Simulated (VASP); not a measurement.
Method: LDA (Ceperley-Alder, Perdew-Zunger), VASP's LDA PAW potentials (set 64) (plane waves; VASP 6.6.1).

VASP input:

KPOINTS:
```
Automatic mesh
0
Gamma
17 17 9
0 0 0
```

### INCAR
```
! general
SYSTEM  = Zn
PREC    = Accurate
ENCUT   = 500
LREAL   = .FALSE.   ! projection in real space or not
LASPH   = .TRUE.

! electronic loop
EDIFF   = 1E-6
NELM    = 100
ALGO    = Normal   ! blocked Davidson
LMAXMIX = 4   ! l cut-off of mixed one-centre charges

! smearing
ISMEAR  = 1   ! Methfessel-Paxton
SIGMA   = 0.1

! ions
IBRION  = 2
NSW     = 40
ISIF    = 3   ! ions, shape and volume
EDIFFG  = -0.02   ! ionic stop
PSTRESS = 450   ! kbar

! output
LWAVE   = .FALSE.
LCHARG  = .FALSE.
```

### POSCAR
```
Zn
1
    1.2414717497    -2.1502960313     0.0000000000
    1.2414717497     2.1502960313     0.0000000000
    0.0000000000     0.0000000000     4.2078107341
Zn
2
Direct
  0.3333330000   0.6666670000   0.2500000000
  0.6666670000   0.3333330000   0.7500000000
```

POTCAR, in this order: Zn (LDA.64 set). Program: vasp_std.

Output

### OSZICAR
```
       N       E                     dE             d eps       ncg     rms          rms(c)
DAV:   1     0.903061802077E+02    0.90306E+02   -0.12655E+04  5504   0.254E+03
DAV:   2    -0.155637506690E+01   -0.91863E+02   -0.90701E+02  5408   0.303E+02
DAV:   3    -0.386141655764E+01   -0.23050E+01   -0.23007E+01  6464   0.598E+01
DAV:   4    -0.386673391971E+01   -0.53174E-02   -0.53172E-02  6264   0.278E+00
DAV:   5    -0.386674044672E+01   -0.65270E-05   -0.65264E-05  6448   0.822E-02    0.829E+00
DAV:   6    -0.345362989677E+01    0.41311E+00   -0.15446E+00  5464   0.315E+01    0.530E+00
DAV:   7    -0.341416198679E+01    0.39468E-01   -0.61268E-02  6592   0.485E+00    0.246E+00
DAV:   8    -0.340016488910E+01    0.13997E-01   -0.30785E-03  7960   0.114E+00    0.579E-02
DAV:   9    -0.340012915800E+01    0.35731E-04   -0.25961E-04  7360   0.218E-01    0.241E-02
DAV:  10    -0.340012896246E+01    0.19554E-06   -0.15422E-05  6472   0.484E-02    0.300E-03
DAV:  11    -0.340012908781E+01   -0.12535E-06   -0.73169E-07  4536   0.773E-03
   1 F= 0.29097817E+01 E0= 0.29098810E+01  d E =0.290978E+01
       N       E                     dE             d eps       ncg     rms          rms(c)
DAV:   1    -0.117607140397E+02   -0.83606E+01   -0.76670E+01  5296   0.184E+02    0.241E+01
DAV:   2    -0.354133554378E+01    0.82194E+01   -0.32917E+01  5392   0.158E+02    0.582E+00
DAV:   3    -0.265943403850E+01    0.88190E+00   -0.20238E+00  6912   0.299E+01    0.368E+00
DAV:   4    -0.233755103400E+01    0.32188E+00   -0.65480E-02  6992   0.454E+00    0.970E-01
DAV:   5    -0.232189973317E+01    0.15651E-01   -0.14162E-02  8592   0.315E+00    0.136E-01
DAV:   6    -0.232218246257E+01   -0.28273E-03   -0.16563E-03  5448   0.390E-01    0.527E-02
DAV:   7    -0.232221084423E+01   -0.28382E-04   -0.83285E-05  6128   0.190E-01    0.243E-02
DAV:   8    -0.232221474784E+01   -0.39036E-05   -0.14101E-06  5456   0.415E-02    0.130E-03
DAV:   9    -0.232221475788E+01   -0.10047E-07   -0.21198E-07  3128   0.549E-03
   2 F= 0.30748232E+01 E0= 0.30748374E+01  d E =0.165042E+00
       N       E                     dE             d eps       ncg     rms          rms(c)
DAV:   1    -0.657904148726E+01   -0.42568E+01   -0.36928E+01  5280   0.151E+02    0.125E+01
DAV:   2    -0.360980685158E+01    0.29692E+01   -0.72102E+00  5344   0.645E+01    0.528E+00
DAV:   3    -0.325631943427E+01    0.35349E+00   -0.10302E-01  8032   0.683E+00    0.261E+00
DAV:   4    -0.313290836755E+01    0.12341E+00   -0.46329E-02  7224   0.305E+00    0.165E-01
DAV:   5    -0.313252493402E+01    0.38343E-03   -0.20581E-03  7528   0.775E-01    0.512E-02
DAV:   6    -0.313259625862E+01   -0.71325E-04   -0.20936E-04  5576   0.143E-01    0.222E-02
DAV:   7    -0.313260500333E+01   -0.87447E-05   -0.10184E-05  7200   0.471E-02    0.352E-03
DAV:   8    -0.313260528570E+01   -0.28237E-06   -0.78952E-07  3464   0.128E-02
   3 F= 0.28510865E+01 E0= 0.28511125E+01  d E =-.586952E-01
       N       E                     dE             d eps       ncg     rms          rms(c)
DAV:   1    -0.312503221483E+01    0.75728E-02   -0.66249E-03  5296   0.187E+00    0.182E-01
DAV:   2    -0.312443589189E+01    0.59632E-03   -0.18484E-03  5376   0.114E+00    0.621E-02
DAV:   3    -0.312437499345E+01    0.60898E-04   -0.23543E-05  6512   0.764E-02    0.333E-02
DAV:   4    -0.312434965961E+01    0.25334E-04   -0.32406E-06  5808   0.431E-02    0.160E-03
DAV:   5    -0.312434979833E+01   -0.13872E-06   -0.13627E-06  3464   0.119E-02
   4 F= 0.28510278E+01 E0= 0.28510560E+01  d E =-.587539E-01
       N       E                     dE             d eps       ncg     rms          rms(c)
DAV:   1    -0.311819894891E+01    0.61507E-02   -0.40987E-03  5280   0.147E+00    0.144E-01
DAV:   2    -0.311782750192E+01    0.37145E-03   -0.11481E-03  5360   0.899E-01    0.490E-02
DAV:   3    -0.311778943892E+01    0.38063E-04   -0.14592E-05  6496   0.600E-02    0.263E-02
DAV:   4    -0.311777354434E+01    0.15895E-04   -0.20045E-06  5600   0.342E-02    0.128E-03
DAV:   5    -0.311777363438E+01   -0.90046E-07   -0.89260E-07  3176   0.977E-03
   5 F= 0.28510368E+01 E0= 0.28510668E+01  d E =-.587449E-01
       N       E                     dE             d eps       ncg     rms          rms(c)
DAV:   1    -0.311991449176E+01   -0.21409E-02   -0.92223E-02  6528   0.304E+00    0.423E-01
DAV:   2    -0.311696171057E+01    0.29528E-02   -0.31346E-03  6504   0.125E+00    0.249E-01
DAV:   3    -0.311545029454E+01    0.15114E-02   -0.16741E-03  7504   0.805E-01    0.361E-02
DAV:   4    -0.311545841545E+01   -0.81209E-05   -0.16363E-04  5984   0.151E-01    0.196E-02
DAV:   5    -0.311545742313E+01    0.99232E-06   -0.53442E-06  5848   0.290E-02
   6 F= 0.28504425E+01 E0= 0.28505386E+01  d E =-.594354E-03
       N       E                     dE             d eps       ncg     rms          rms(c)
DAV:   1    -0.311504585897E+01    0.41256E-03   -0.17482E-02  6512   0.133E+00    0.184E-01
DAV:   2    -0.311448516219E+01    0.56070E-03   -0.60258E-04  6480   0.551E-01    0.108E-01
DAV:   3    -0.311420057154E+01    0.28459E-03   -0.31139E-04  7512   0.347E-01    0.162E-02
DAV:   4    -0.311420177856E+01   -0.12070E-05   -0.31038E-05  6080   0.667E-02    0.854E-03
DAV:   5    -0.311420162248E+01    0.15607E-06   -0.10703E-06  3048   0.143E-02
   7 F= 0.28503923E+01 E0= 0.28504911E+01  d E =-.644536E-03
       N       E                     dE             d eps       ncg     rms          rms(c)
DAV:   1    -0.313661251362E+01   -0.22411E-01   -0.34911E-02  5280   0.428E+00    0.416E-01
DAV:   2    -0.313350951250E+01    0.31030E-02   -0.96046E-03  5440   0.257E+00    0.144E-01
DAV:   3    -0.313318438618E+01    0.32513E-03   -0.12987E-04  6400   0.174E-01    0.771E-02
DAV:   4    -0.313305476741E+01    0.12962E-03   -0.25019E-05  8072   0.109E-01    0.404E-03
DAV:   5    -0.313305517222E+01   -0.40481E-06   -0.36283E-06  5408   0.204E-02
   8 F= 0.28505243E+01 E0= 0.28506255E+01  d E =0.132057E-03
       N       E                     dE             d eps       ncg     rms          rms(c)
DAV:   1    -0.312065026174E+01    0.12405E-01   -0.20859E-02  5280   0.330E+00    0.323E-01
DAV:   2    -0.311879071576E+01    0.18595E-02   -0.58410E-03  5440   0.202E+00    0.111E-01
DAV:   3    -0.311859660206E+01    0.19411E-03   -0.85308E-05  6528   0.146E-01    0.595E-02
DAV:   4    -0.311851663337E+01    0.79969E-04   -0.14533E-05  7840   0.848E-02    0.313E-03
DAV:   5    -0.311851686598E+01   -0.23260E-06   -0.21988E-06  4752   0.162E-02
   9 F= 0.28503851E+01 E0= 0.28504844E+01  d E =-.717595E-05
```

**OUTCAR**
```
------------------------ aborting loop because EDIFF is reached ----------------------------------------
  FORCE on cell =-STRESS in cart. coord.  units (eV):
  Direction    XX          YY          ZZ          XY          YZ          ZX
  --------------------------------------------------------------------------------------
  Total        5.9675666      5.9676004      5.9720201      0.0000000      0.0000000      0.0000000
  in kB      449.8993276    449.9018751    450.2350818      0.0000000      0.0000000      0.0000000
  external PRESSURE =       0.0120948 kB  Pullay stress =     450.0000000 kB
  volume of cell :       21.25
      direct lattice vectors                 reciprocal lattice vectors
     1.222023773 -2.116613255  0.000000000     0.409157343 -0.236226433 -0.000000000
     1.222023773  2.116613255  0.000000000     0.409157343  0.236226433 -0.000000000
     0.000000000  0.000000000  4.108103275    -0.000000000 -0.000000000  0.243421339
 POSITION                                       TOTAL-FORCE (eV/Angst)
 -----------------------------------------------------------------------------------
      1.22202      0.70554      1.02703         0.000000      0.000000      0.000000
      1.22202     -0.70554      3.08108        -0.000000     -0.000000      0.000000
 -----------------------------------------------------------------------------------
    total drift:                               -0.000000      0.000037      0.000005
  FREE ENERGIE OF THE ION-ELECTRON SYSTEM (eV)
  ---------------------------------------------------
  free  energy   TOTEN  =        -3.1185168660 eV

  energy  without entropy=       -3.1182188476  energy(sigma->0) =       -3.11841753
  enthalpy is  TOTEN    =         2.8503850981 eV   P V=        5.9689019641

 reached required accuracy - stopping structural energy minimisation
```
(Selected blocks of OUTCAR.)

File CONTCAR:
```
Zn
   1.00000000000000
     1.2220237725230925   -2.1166132547543350    0.0000000000000000
     1.2220237725230925    2.1166132547543350    0.0000000000000000
     0.0000000000000000    0.0000000000000000    4.1081032746822554
  Zn
     2
Direct
     0.3333330000000032    0.6666669999999968    0.2500000000000000
     0.6666669999999968    0.3333330000000032    0.7500000000000000
```

Energy and stress use the plane-wave basis of the starting cell.

The compound is Zn in the hcp structure. This run relaxes it under an external pressure of 45 GPa. Symmetry was kept, so distortions that lower it aren't found.
